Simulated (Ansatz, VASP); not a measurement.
**Zn9Ge20O49 (glassy 69GeO2-31ZnO (mol %)) in two plane-wave programs**

Aim: how closely do two programs agree when they are given the same cell, functional and k mesh? The structure shown is the start of the Ansatz relaxation below; VASP solves that cell, so the two are compared at the walk's first step.

Main program and level: Ansatz 0.2.0; plane waves, with VASP 6.6.1 beside it; single point at PBE.

## Step 1: Set-up

The cell holds 78 atoms: 20 Ge, 9 Zn and 49 O. Cell: a = 10.415 Å, b = 10.488 Å, c = 10.797 Å, α = 91.7°, β = 90.9°, γ = 85.4°. As first built, before any earlier steps moved the atoms (in the runner's words): 78 atoms (20 Ge, 9 Zn, 49 O) placed at random at 3.98 g/cm^3, melted at 4000 K for 10 ps at fixed volume with the Morse and Coulomb pair potential with partial charges (Pedone, Malavasi, Menziani, Cormack and Segre, J. Phys. Chem. B 110, 11780 (2006)). Quenched from 4000 K to 300 K at 20 K/ps and fixed volume, held 10 ps at zero pressure.

## Step 2: Ansatz: relaxation, PBE

Ansatz runs on its PAW soft_1 files.

The two programs are compared at the cell with which this relaxation starts, whose forces are those of its first step.

The input, input.yaml:

```yaml
crystal:
  lattice:
    - [10.40658, 0.4187, -0.0818]
    - [0.4187, 10.47856, -0.15285]
    - [-0.0818, -0.15285, 10.79542]
  atoms:
    - { symbol: Ge, position: [0.41477, 0.07673, 0.32357] }
    - { symbol: Ge, position: [0.76665, 0.36705, 0.6358] }
    - { symbol: Ge, position: [0.52092, 0.33484, 0.8277] }
    - { symbol: Ge, position: [0.62028, 0.01068, 0.53155] }
    - { symbol: Ge, position: [0.18579, 0.03246, 0.51908] }
    - { symbol: Ge, position: [0.10314, 0.96484, 0.19635] }
    - { symbol: Ge, position: [0.67467, 0.01594, 0.14829] }
    - { symbol: Ge, position: [0.23906, 0.35752, 0.89872] }
    - { symbol: Ge, position: [0.0402, 0.70553, 0.32557] }
    - { symbol: Ge, position: [0.06706, 0.32985, 0.60535] }
    - { symbol: Ge, position: [0.36284, 0.34744, 0.19795] }
    - { symbol: Ge, position: [0.74365, 0.28802, 0.04532] }
    - { symbol: Ge, position: [0.72081, 0.67688, 0.71724] }
    - { symbol: Ge, position: [0.32685, 0.58076, 0.38879] }
    - { symbol: Ge, position: [0.62236, 0.73125, 0.01284] }
    - { symbol: Ge, position: [0.41021, 0.03727, 0.76214] }
    - { symbol: Ge, position: [0.00693, 0.15245, 0.95639] }
    - { symbol: Ge, position: [0.33554, 0.86105, 0.01171] }
    - { symbol: Ge, position: [0.1123, 0.65638, 0.89056] }
    - { symbol: Ge, position: [0.6031, 0.70429, 0.43865] }
    - { symbol: Zn, position: [0.6342, 0.50455, 0.2252] }
    - { symbol: Zn, position: [0.68163, 0.24447, 0.34042] }
    - { symbol: Zn, position: [0.27344, 0.5265, 0.67011] }
    - { symbol: Zn, position: [0.88126, 0.48209, 0.3936] }
    - { symbol: Zn, position: [0.89603, 0.96798, 0.40807] }
    - { symbol: Zn, position: [0.91378, 0.0693, 0.67847] }
    - { symbol: Zn, position: [0.01176, 0.76918, 0.61432] }
    - { symbol: Zn, position: [0.86624, 0.87106, 0.89869] }
    - { symbol: Zn, position: [0.90441, 0.61157, 0.09561] }
    - { symbol: O, position: [0.19118, 0.70105, 0.41055] }
    - { symbol: O, position: [0.98115, 0.56265, 0.25425] }
    - { symbol: O, position: [0.15057, 0.20463, 0.51539] }
    - { symbol: O, position: [0.62127, 0.38225, 0.95607] }
    - { symbol: O, position: [0.27497, 0.49405, 0.25136] }
    - { symbol: O, position: [0.36844, 0.4961, 0.52332] }
    - { symbol: O, position: [0.91909, 0.26715, 0.67381] }
    - { symbol: O, position: [0.53857, 0.13735, 0.43486] }
    - { symbol: O, position: [0.78256, 0.0544, 0.54536] }
    - { symbol: O, position: [0.92939, 0.77426, 0.44097] }
    - { symbol: O, position: [0.72349, 0.60531, 0.35851] }
    - { symbol: O, position: [0.46354, 0.6684, 0.34471] }
    - { symbol: O, position: [0.93844, 0.03158, 0.85417] }
    - { symbol: O, position: [0.38227, 0.45331, 0.8261] }
    - { symbol: O, position: [0.34821, 0.3234, 0.03455] }
    - { symbol: O, position: [0.33074, 0.97882, 0.42521] }
    - { symbol: O, position: [0.26796, 0.95386, 0.1441] }
    - { symbol: O, position: [0.30797, 0.20832, 0.27319] }
    - { symbol: O, position: [0.89312, 0.29193, 0.96251] }
    - { symbol: O, position: [0.27039, 0.00938, 0.6753] }
    - { symbol: O, position: [0.00202, 0.07067, 0.10128] }
    - { symbol: O, position: [0.42151, 0.949, 0.90437] }
    - { symbol: O, position: [0.94875, 0.69837, 0.94462] }
    - { symbol: O, position: [0.71222, 0.60458, 0.09002] }
    - { symbol: O, position: [0.7707, 0.05963, 0.27877] }
    - { symbol: O, position: [0.52688, 0.3587, 0.25033] }
    - { symbol: O, position: [0.59351, 0.67552, 0.60158] }
    - { symbol: O, position: [0.02228, 0.46606, 0.51774] }
    - { symbol: O, position: [0.72017, 0.87199, 0.04609] }
    - { symbol: O, position: [0.8368, 0.79603, 0.71753] }
    - { symbol: O, position: [0.62254, 0.87338, 0.42509] }
    - { symbol: O, position: [0.46017, 0.74511, 0.06829] }
    - { symbol: O, position: [0.04779, 0.95742, 0.58434] }
    - { symbol: O, position: [0.14528, 0.50365, 0.96156] }
    - { symbol: O, position: [0.17255, 0.37814, 0.72992] }
    - { symbol: O, position: [0.8008, 0.51645, 0.71334] }
    - { symbol: O, position: [0.41651, 0.20291, 0.81553] }
    - { symbol: O, position: [0.13334, 0.66325, 0.72466] }
    - { symbol: O, position: [0.56111, 0.98817, 0.68406] }
    - { symbol: O, position: [0.07526, 0.0168, 0.35401] }
    - { symbol: O, position: [0.626, 0.30054, 0.69534] }
    - { symbol: O, position: [0.61789, 0.70778, 0.84911] }
    - { symbol: O, position: [0.19786, 0.79029, 0.94892] }
    - { symbol: O, position: [0.77492, 0.34646, 0.19961] }
    - { symbol: O, position: [0.15803, 0.20308, 0.9118] }
    - { symbol: O, position: [0.50889, 0.00557, 0.19309] }
    - { symbol: O, position: [0.03603, 0.80799, 0.19015] }
    - { symbol: O, position: [0.68386, 0.13049, 0.02783] }
    - { symbol: O, position: [0.75891, 0.35882, 0.4701] }
kpoints:
  mp_grid: { grid: [1, 1, 1] }
hamiltonian:
  xc: pbe
  pseudopotentials: { kind: paw, azcp: { folder: soft_1 } }
scf:
  occupations: { method: fixed }
output:
  forces: true
  eigenvalues: true
  stress: true
relax:
  f_tol: 0.05
  max_steps: 70
```

Run with:

```bash
$ ansatz run input.yaml --threads 4 --pin off --max-ram 8192MiB --backend cpu --events-out ev --progress --plain --runs-dir out
```

Numbers of over 12 decimals in the logs are rounded to 6 here.

Log:

```text
Warning: output.stress: scf.convergence.dr2_threshold = 1e-7 eV (the SCF's general default) is looser than the 7.8e-9 eV advised for a printed stress (1e-10 eV for each atom of the cell: 78). What an SCF threshold leaves in a stress goes as its square root, and in the free energy as the threshold itself, and one threshold admits the most on a small cell: [figures from the program's tests cut] Every solve of this run  [...]
Engine: ansatz 0.2.0, aarch64-unknown-linux-gnu
Pseudopotentials: kind: paw
Pseudopotential: Ge, paw, valence charge 14, recommended cutoff 420 eV (normal), soft_1/Ge.paw.azcp
Pseudopotential: Zn, paw, valence charge 12, recommended cutoff 420 eV (normal), soft_1/Zn.paw.azcp
Pseudopotential: O, paw, valence charge 6, recommended cutoff 420 eV (normal), soft_1/O.paw.azcp
Functional definition: PBE
  parameter kappa = 0.804
  parameter beta = 0.066725
  exchange = pbe_x(kappa = kappa, mu = beta*pi^2/3)
  correlation = pbe_c(beta = beta)
Crystal: 78 atoms, lattice volume = 1175.002 Å³
Basis set: ecut = 420 eV, 22977 PW (Γ), exchange–correlation on 144×144×150 points (8 copies of the dense FFT grid, shifted against one another)
Bands: 419, of which v1, the nominal top of the filled ones, is band 341 counted from 1 (340 counted from 0)
Symmetry: 1 space group operations
Space group: P1 (ITA 1), of the structure as read, at distance tolerance 1.1e-4 Å
k-points: 1
Non-local potential: Ge, projectors of the file, l = 0: 2, l = 1: 2, l = 2: 3, l = 3: 1
Non-local potential: Zn, projectors of the file, l = 0: 2, l = 1: 2, l = 2: 3, l = 3: 1
Non-local potential: O, projectors of the file, l = 0: 2, l = 1: 2, l = 2: 1
PAW form: soft (Blöchl's): semilocal exchange-correlation on the pseudo side does not see the compensation charge
PAW one-centre angular grid: Ge, 590 points (default); XC on 64 Gauss nodes
PAW one-centre angular grid: Zn, 590 points (default); XC on 64 Gauss nodes
PAW one-centre angular grid: O, 110 points (default); XC on 64 Gauss nodes
Initial density: superposition of atomic densities (chi_scale 0.1, normalization cell, long waves kept (reshape's long-wave potential 0.97 eV rms))
Initial wavefunctions: pseudopotential atomic-orbital guess
Functional: x = pbe(κ = 0.804, μ = 0.219515), c = pbe(β = 0.066725)
SCF iter   1: F=—  HF=-143591.178740 eV  |F-HF|=—  |Δ(HF+E_count)|=         —  Δρ=9.58e-2  dr2=7.63e1  ethr=3.10e-3  ⟨swp⟩=5.0  Hψ=1420  notcnv=0  defer=73
preconditioner: auto → Resta (q_TF=auto, 2.492 Å⁻¹)  ε∞=3.1  [insulator: Δε(μ)=1.070 eV  Ē_g=19.302 eV  n_scr=298 (ndim 8)  ℏωp=28.3 eV  f_vac=0.144  ε∞_Penn≈3.1]
SCF iter   2: F=—  HF=-143571.172158 eV  |F-HF|=—  |Δ(HF+E_count)|=    2.00e1  Δρ=3.86e-2  dr2=9.95e0  ethr=3.10e-3  ⟨swp⟩=4.0  Hψ=905  notcnv=0  defer=72
SCF iter   3: F=—  HF=-143568.466357 eV  |F-HF|=—  |Δ(HF+E_count)|=    2.71e0  Δρ=1.71e-2  dr2=2.85e0  ethr=1.46e-3  ⟨swp⟩=2.0  Hψ=665  notcnv=0  defer=72
SCF iter   4: F=—  HF=-143568.087600 eV  |F-HF|=—  |Δ(HF+E_count)|=   3.79e-1  Δρ=6.77e-3  dr2=3.79e-1  ethr=4.17e-4  ⟨swp⟩=2.0  Hψ=664  notcnv=0  defer=73
SCF iter   5: F=—  HF=-143568.147423 eV  |F-HF|=—  |Δ(HF+E_count)|=   5.98e-2  Δρ=2.95e-3  dr2=7.44e-2  ethr=5.56e-5  ⟨swp⟩=2.0  Hψ=587  notcnv=0  defer=76
SCF iter   6: F=—  HF=-143568.174355 eV  |F-HF|=—  |Δ(HF+E_count)|=   2.69e-2  Δρ=1.22e-3  dr2=1.50e-2  ethr=1.09e-5  ⟨swp⟩=2.0  Hψ=700  notcnv=0  defer=76
SCF iter   7: F=—  HF=-143568.173653 eV  |F-HF|=—  |Δ(HF+E_count)|=   7.02e-4  Δρ=4.18e-4  dr2=2.36e-3  ethr=2.20e-6  ⟨swp⟩=2.0  Hψ=693  notcnv=0  defer=76
SCF iter   8: F=—  HF=-143568.176213 eV  |F-HF|=—  |Δ(HF+E_count)|=   2.56e-3  Δρ=2.95e-4  dr2=9.44e-4  ethr=3.47e-7  ⟨swp⟩=2.0  Hψ=576  notcnv=0  defer=76
SCF iter   9: F=—  HF=-143568.176284 eV  |F-HF|=—  |Δ(HF+E_count)|=   7.10e-5  Δρ=1.14e-4  dr2=1.10e-4  ethr=1.38e-7  ⟨swp⟩=2.0  Hψ=691  notcnv=0  defer=76
SCF iter  10: F=-143568.176309 eV  HF=-143568.176301 eV  |F-HF|=8.83e-6  |Δ(HF+E_count)|=   1.66e-5  Δρ=3.24e-5  dr2=1.33e-5  ethr=9.16e-9  ⟨swp⟩=12.0  Hψ=2070  notcnv=0
[...]
--- Relaxed structure (7 steps of the walk, 7 accepted, 0 SCFs on fresh bases) ---
  F+E_penalty+E_count = -143569.07451061 eV   max|allowed force component| = 4.885e-2 eV/Å
  atoms:
    - { symbol: Ge, position: [0.420520, 0.083183, 0.327019] }
    - { symbol: Ge, position: [0.759654, 0.367502, 0.634609] }
    - { symbol: Ge, position: [0.519623, 0.324861, 0.828615] }
    - { symbol: Ge, position: [0.625588, 0.00555034, 0.527135] }
    - { symbol: Ge, position: [0.186662, 0.042599, 0.516776] }
    - { symbol: Ge, position: [0.108722, 0.960353, 0.191128] }
    - { symbol: Ge, position: [0.673838, 0.015396, 0.153731] }
    - { symbol: Ge, position: [0.232368, 0.359164, 0.904851] }
    - { symbol: Ge, position: [0.043160, 0.708239, 0.327498] }
    - { symbol: Ge, position: [0.056932, 0.330415, 0.606881] }
    - { symbol: Ge, position: [0.366057, 0.352520, 0.201092] }
    - { symbol: Ge, position: [0.740441, 0.281472, 0.043909] }
    - { symbol: Ge, position: [0.727016, 0.675527, 0.718507] }
    - { symbol: Ge, position: [0.326244, 0.581107, 0.396763] }
    - { symbol: Ge, position: [0.626254, 0.736503, 0.014114] }
    - { symbol: Ge, position: [0.414702, 0.034931, 0.755696] }
    - { symbol: Ge, position: [0.00588915, 0.147828, 0.955268] }
    - { symbol: Ge, position: [0.335773, 0.857366, 0.00328807] }
    - { symbol: Ge, position: [0.109746, 0.656370, 0.888950] }
    - { symbol: Ge, position: [0.601335, 0.703923, 0.442698] }
    - { symbol: Zn, position: [0.641557, 0.502810, 0.221212] }
    - { symbol: Zn, position: [0.684614, 0.248181, 0.337907] }
    - { symbol: Zn, position: [0.258652, 0.517201, 0.670051] }
    - { symbol: Zn, position: [0.875887, 0.494140, 0.403298] }
    - { symbol: Zn, position: [0.902497, 0.972244, 0.404568] }
    - { symbol: Zn, position: [0.917319, 0.071211, 0.673059] }
    - { symbol: Zn, position: [0.015615, 0.773863, 0.611472] }
    - { symbol: Zn, position: [0.876006, 0.870164, 0.891234] }
    - { symbol: Zn, position: [0.901770, 0.626997, 0.102245] }
    - { symbol: O, position: [0.188289, 0.694703, 0.415669] }
    - { symbol: O, position: [0.973027, 0.572649, 0.259569] }
    - { symbol: O, position: [0.130610, 0.207928, 0.509968] }
    - { symbol: O, position: [0.620120, 0.372459, 0.953800] }
    - { symbol: O, position: [0.280197, 0.494552, 0.260539] }
    - { symbol: O, position: [0.362431, 0.500818, 0.531726] }
    - { symbol: O, position: [0.909962, 0.267447, 0.671090] }
    - { symbol: O, position: [0.546466, 0.134095, 0.435291] }
    - { symbol: O, position: [0.786813, 0.043379, 0.544488] }
    - { symbol: O, position: [0.935762, 0.780710, 0.440043] }
    - { symbol: O, position: [0.716353, 0.603241, 0.361092] }
    - { symbol: O, position: [0.458133, 0.672843, 0.359370] }
    - { symbol: O, position: [0.941905, 0.031465, 0.847368] }
    - { symbol: O, position: [0.374815, 0.432726, 0.824671] }
    - { symbol: O, position: [0.337067, 0.330799, 0.041676] }
    - { symbol: O, position: [0.327782, 0.990919, 0.422337] }
    - { symbol: O, position: [0.268669, 0.951719, 0.131807] }
    - { symbol: O, position: [0.318541, 0.214147, 0.277560] }
    - { symbol: O, position: [0.889023, 0.280300, 0.964050] }
    - { symbol: O, position: [0.272657, 0.037256, 0.669295] }
    - { symbol: O, position: [0.0053734, 0.054779, 0.090736] }
    - { symbol: O, position: [0.414028, 0.933907, 0.885963] }
    - { symbol: O, position: [0.952232, 0.703949, 0.949396] }
    - { symbol: O, position: [0.712676, 0.610785, 0.091937] }
[...]
- { symbol: O, position: [0.634593, 0.713963, 0.852765] }
    - { symbol: O, position: [0.203108, 0.779364, 0.947892] }
    - { symbol: O, position: [0.770657, 0.344487, 0.193934] }
    - { symbol: O, position: [0.153199, 0.208067, 0.918196] }
    - { symbol: O, position: [0.509701, 0.00953348, 0.198383] }
    - { symbol: O, position: [0.047771, 0.803335, 0.191446] }
    - { symbol: O, position: [0.683640, 0.126278, 0.033907] }
    - { symbol: O, position: [0.755037, 0.360689, 0.471020] }
```

In the SCF lines HF is the Harris–Foulkes energy and dr2 the Hartree energy of the density residual, in eV; the loop may stop once dr2 is under the threshold and the program's other checks hold. Hψ counts applications of the Hamiltonian.

## Step 3: VASP: single point, PBE, start cell, pair 1

The same cell, functional and mesh now go to VASP, with its own data sets.

Lines of VASP's logs that name or quote its potential files are left out, and so is its time.

The input, INCAR:

```
SYSTEM = Zn9Ge20O49
PREC = Accurate
ENCUT = 520
EDIFF = 1E-06
NELM = 120
ISMEAR = 0
SIGMA = 0.01
LREAL = Auto
ALGO = Normal
GGA = PE
NBANDS = 400
LORBIT = 11
LWAVE = .FALSE.
LCHARG = .FALSE.
ISIF = 2
LASPH = .TRUE.
GGA_COMPAT = .FALSE.
EFERMI = MIDGAP
NCORE = 2
```

The input, POSCAR:

```
Zn9Ge20O49
1.0
   10.4065800000      0.4187000000     -0.0818000000
    0.4187000000     10.4785600000     -0.1528500000
   -0.0818000000     -0.1528500000     10.7954200000
Ge Zn O
20 9 49
Direct
    0.4147704734      0.0767274341      0.3235683293
    0.7666518053      0.3670527964      0.6357988978
    0.5209213766      0.3348365115      0.8277020375
    0.6202813850      0.0106823003      0.5315468789
    0.1857929234      0.0324614736      0.5190774974
    0.1031446915      0.9648392404      0.1963529824
    0.6746748480      0.0159353347      0.1482873402
    0.2390624779      0.3575180643      0.8987238984
    0.0401982401      0.7055293718      0.3255666181
    0.0670642621      0.3298495101      0.6053496162
    0.3628397435      0.3474366820      0.1979530197
    0.7436460525      0.2880226525      0.0453205628
    0.7208094022      0.6768799785      0.7172415074
    0.3268544261      0.5807641478      0.3887858455
    0.6223633925      0.7312530148      0.0128370502
    0.4102056730      0.0372704276      0.7621427984
    0.0069284124      0.1524526094      0.9563934637
    0.3355410875      0.8610533753      0.0117141593
    0.1122964852      0.6563787565      0.8905640860
    0.6030987846      0.7042885482      0.4386474991
    0.6342011584      0.5045522828      0.2251972106
    0.6816346525      0.2444738072      0.3404245074
    0.2734395545      0.5264976778      0.6701121888
    0.8812642268      0.4820868886      0.3935997298
    0.8960280746      0.9679770909      0.4080666055
    0.9137758089      0.0693039695      0.6784673475
    0.0117614632      0.7691776469      0.6143189326
    0.8662403163      0.8710614282      0.8986866835
    0.9044141385      0.6115664666      0.0956108249
    0.1911822323      0.7010510087      0.4105532118
    0.9811500558      0.5626493446      0.2542521761
    0.1505663070      0.2046307749      0.5153939483
    0.6212664462      0.3822481906      0.9560671314
    0.2749706438      0.4940459141      0.2513572901
    0.3684390209      0.4961010062      0.5233207555
    0.9190878011      0.2671520838      0.6738057045
    0.5385689827      0.1373536873      0.4348556567
    0.7825562959      0.0543970245      0.5453634680
    0.9293915328      0.7742634702      0.4409713007
    0.7234925683      0.6053095504      0.3585134489
    0.4635371754      0.6684034655      0.3447094055
    0.9384396645      0.0315820820      0.8541670158
    0.3822653219      0.4533079299      0.8260963835
    0.3482141254      0.3234017075      0.0345531593
    0.3307379559      0.9788190383      0.4252142904
    0.2679562391      0.9538555246      0.1440995938
    0.3079708173      0.2083215805      0.2731930732
    0.8931179569      0.2919266443      0.9625079929
    0.2703877155      0.0093818553      0.6753004266
    0.0020174332      0.0706715473      0.1012806516
    0.4215055492      0.9489995089      0.9043681236
    0.9487517566      0.6983729241      0.9446185693
    0.7122152199      0.6045825535      0.0900168449
    0.7706986497      0.0596283007      0.2787716768
    0.5268771645      0.3587000113      0.2503307744
    0.5935062264      0.6755174705      0.6015793415
    0.0222756366      0.4660573869      0.5177435448
    0.7201662515      0.8719911617      0.0460930143
    0.8367972679      0.7960260981      0.7175286006
    0.6225378525      0.8733755709      0.4250894409
    0.4601712830      0.7451085444      0.0682911690
    0.0477895705      0.9574222264      0.5843358734
    0.1452808484      0.5036518073      0.9615621395
    0.1725525641      0.3781360030      0.7299218454
    0.8008024199      0.5164486925      0.7133436977
    0.4165108676      0.2029058002      0.8155296172
    0.1333361186      0.6632529765      0.7246577819
    0.5611073512      0.9881723526      0.6840623825
    0.0752625540      0.0167960600      0.3540134385
    0.6260024372      0.3005350813      0.6953359653
    0.6178890145      0.7077763288      0.8491125804
    0.1978582058      0.7902897973      0.9489191339
    0.7749196292      0.3464646994      0.1996073849
    0.1580303094      0.2030814726      0.9118003637
    0.5088860537      0.0055678527      0.1930890994
    0.0360299516      0.8079906666      0.1901499547
    0.6838597975      0.1304876244      0.0278344673
    0.7589060832      0.3588184603      0.4700997200
```

The input, KPOINTS:

```
Automatic mesh
0
Gamma
1 1 1
0 0 0
```

The projector-augmented-wave data sets are Ge_d, Zn and O (PBE family, release 64).

Run with:

```bash
$ mpirun -np 8 vasp_gam
```

Log:

```text
[banner, memory and clock lines left out]
running    8 mpi-ranks, on    1 nodes
[...]
LDA part: xc-table for (Slater+PW92), standard interpolation
 POSCAR, INCAR and KPOINTS ok, starting setup
[...]
entering main loop
       N       E                     dE             d eps       ncg     rms          rms(c)
DAV:   1     0.204578427193E+05    0.20458E+05   -0.23781E+05   960   0.430E+03
DAV:   2     0.494490227384E+04   -0.15513E+05   -0.14502E+05   800   0.124E+03
DAV:   3     0.266517382988E+03   -0.46784E+04   -0.43931E+04   856   0.397E+02
DAV:   4    -0.483196961718E+03   -0.74971E+03   -0.73146E+03   904   0.178E+02
[...]
DAV:  18    -0.458184867819E+03    0.57506E-06   -0.99281E-05  1024   0.587E-02    0.105E-02
DAV:  19    -0.458184868313E+03   -0.49343E-06   -0.24535E-05  1120   0.217E-02    0.703E-03
DAV:  20    -0.458184868672E+03   -0.35965E-06   -0.87319E-06   832   0.118E-02
   1 F= -.45818487E+03 E0= -.45818487E+03  d E =0.000000E+00
```

Parts of OUTCAR (step 3):

```text
  FREE ENERGIE OF THE ION-ELECTRON SYSTEM (eV)
  ---------------------------------------------------
  free  energy   TOTEN  =      -458.1848686725 eV

  energy  without entropy=     -458.1848686725  energy(sigma->0) =     -458.18486867

[... 1 further part left out ...]
```

The run ends at a pressure of -6.81 GPa, with forces up to 0.78 eV/Å.

## Step 4: Side by side

Known differences besides the potentials themselves: fixed occupations in Ansatz, narrow Gaussian smearing in VASP; the cutoff is 420 eV in Ansatz and 520 eV in VASP (PREC = Accurate, projectors in real space). Total energies have different zeros and are not compared.

Forces on 9 of the 78 atoms, those with the largest forces and the largest differences (eV/Å; atoms numbered as in POSCAR):

```csv
atom,"Ansatz x, y, z","VASP x, y, z"
O34,"0.509, -0.203, 0.325","0.520, -0.202, 0.328"
O35,"-0.444, 0.533, -0.324","-0.403, 0.533, -0.408"
O38,"-0.326, -0.300, -0.062","-0.398, -0.297, -0.068"
O42,"0.079, 0.225, 0.088","0.105, 0.263, 0.140"
O47,"0.620, -0.034, -0.058","0.634, -0.030, -0.064"
O48,"-0.163, -0.574, 0.325","-0.167, -0.586, 0.331"
O57,"-0.046, -0.664, 0.246","-0.003, -0.668, 0.284"
O61,"0.238, 0.397, -0.449","0.244, 0.410, -0.462"
O73,"-0.418, -0.133, -0.516","-0.391, -0.142, -0.533"
```

The forces differ by 18 meV/Å r.m.s., which is 7.3 % of the r.m.s. force of 0.244 eV/Å (both taken over all components).

(Continued in part 2 of 3.)

[Lines on the potential files, build, host, timing and source positions are cut from VASP's logs without a mark.]

[Logs are printed without paths, hosts, clocks, repeated set-up lines and the standing remarks that a program may print on its own settings, such as how far it seeks lower states.]

[Hosts, paths, dates, database ids (printed as entryN), source tags and the programs' standing remarks are cut or masked in the printed files.]
